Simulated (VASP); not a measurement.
Data:

```
ZnSe
1.0
    0.00000     2.86335     2.86335
    2.86335     0.00000     2.86335
    2.86335     2.86335     0.00000
Zn Se
1 1
Direct
  0.00000   0.00000   0.00000
  0.25000   0.25000   0.25000
```

Calculation: optB88-vdW, VASP's PBE PAW potentials (set 64) (plane waves; VASP). Run with 520 eV cut-off, 8×8×8 Γ-centred mesh, Gaussian smearing of 0.050 eV, potentials Zn Se.

Question: Give the energy at these volumes per atom, relative to the lowest: 22.05, 22.76, 23.46, 24.17, 24.87 Å³.

Answer: 17.6, 4.2, 0.0, 3.5, 13.6 meV/atom. A third-order Birch-Murnaghan fit gives B0 = 58.5 GPa and B0′ = 4.6.

Measured: bulk modulus 62.4 GPa (computed value off by -6.3 %), as given by Cormac Toher et al., Physical Review Materials (2017), arXiv:1611.05714; a 5.668 Å (computed value off by +1.0 %), as given by Martin Albrecht et al., Physical review. B, Condensed matter (1997), arXiv:cond-mat/9706128. The calculation is for a static lattice, while the measured bulk modulus, a hold thermal and zero-point effects, which are part of the difference.

The compound is ZnSe in the zinc blende structure. It was relaxed first.
